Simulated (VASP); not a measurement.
Here is the system:

```xyz
3
Lattice="4.0085 0.0000 0.0000 -2.0043 3.4715 0.0000 0.0000 0.0000 4.8166" Properties=species:S:1:pos:R:3 pbc="T T T"
Ca     4.0085     0.0000     4.8166
Ge     2.0043     1.1572     2.9188
Ge     0.0000     2.3143     1.8977
```

Calculation: PBEsol GGA, VASP's PBE PAW potentials (set 64) (plane waves; VASP). Settings: 400 eV cut-off, 10×10×7 Γ-centred mesh, tetrahedra with Blöchl corrections, potentials Ca_sv Ge_d.

The cores are frozen, which limits the accuracy of field gradients.

Give the principal components of the electric field gradient (V/Å²) and the asymmetry η at each nucleus.

```json
[
 {"atom": "Ca1", "Vxx": "-6.5", "Vyy": "-6.5", "Vzz": "13.0", "η": "0.00"},
 {"atom": "Ge2", "Vxx": "21.0", "Vyy": "21.0", "Vzz": "-42.0", "η": "0.00"},
 {"atom": "Ge3", "Vxx": "21.0", "Vyy": "21.0", "Vzz": "-42.0", "η": "0.00"}
]
```

The structure comes from a computed database's CaGe2 entry (P-3m1); how it stands against other phases isn't given here. It was relaxed first.
